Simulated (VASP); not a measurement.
Given:

```
Zn
1.0
    1.35123    -2.34040     0.00000
    1.35123     2.34040     0.00000
    0.00000     0.00000     4.74859
Zn
2
Direct
  0.33333   0.66667   0.25000
  0.66667   0.33333   0.75000
```

All values below come from PBE GGA with D3 dispersion (zero damping), VASP's PBE PAW potentials (set 64) (plane waves; VASP). Numerical set-up: 520 eV cut-off, 16×16×8 Γ-centred mesh, first-order Methfessel-Paxton smearing of 0.10 eV, potentials Zn.

Q: The ions and cell shape at fixed volume are relaxed. What does this cell relax into?

A: 
```
Zn
1.0
    1.32668    -2.29789     0.00000
    1.32668     2.29789     0.00000
    0.00000     0.00000     4.92592
Zn
2
Direct
  0.33333   0.66667   0.25000
  0.66667   0.33333   0.75000
```
Space group P6_3/mmc (194), at a tolerance of 0.03 Å.

Q: How much energy does the relaxation gain?

A: The energy (σ→0) changes by -9.3 meV/atom, in 5 ionic steps.

| step | E(σ→0) (eV) | max force (eV/Å) | pressure (GPa) | volume (Å³) |
|---|---|---|---|---|
| 1 | -2.9022 | 0.000 | -4.12 | 30.03 |
| 2 | -2.9105 | 0.000 | -4.02 | 30.03 |
| 3 | -2.9171 | 0.000 | -2.97 | 30.03 |
| 4 | -2.9209 | 0.000 | -3.65 | 30.03 |
| 5 | -2.9209 | 0.000 | -3.58 | 30.03 |

The compound is Zn in the hcp structure. This cell is one point of a volume scan, at 1.06 of the reference volume. Symmetry was kept, so distortions that lower it aren't found.
